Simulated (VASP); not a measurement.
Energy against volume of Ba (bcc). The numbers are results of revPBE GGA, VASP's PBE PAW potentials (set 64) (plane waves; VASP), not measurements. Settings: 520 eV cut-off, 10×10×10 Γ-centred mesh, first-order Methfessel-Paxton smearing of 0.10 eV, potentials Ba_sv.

| V (Å³/atom) | E (eV/atom) |
|---|---|
| 63.484 | -1.70844 |
| 65.510 | -1.71351 |
| 67.536 | -1.71516 |
| 69.562 | -1.71374 |

Fit these four points and predict the energy of the run at 71.588 Å³/atom.

A cubic in V^(−2/3), the third-order Birch-Murnaghan form, passes through the four points with V0 = 67.58 Å³/atom and B0 = 8 GPa, and gives -1.7096 eV/atom there. The run gave -1.7096 eV/atom, -0.0 meV/atom from the fit; all five points give B0 = 8 GPa.

The compound is Ba in the bcc structure. It was relaxed first, which changed the volume by +7 %.
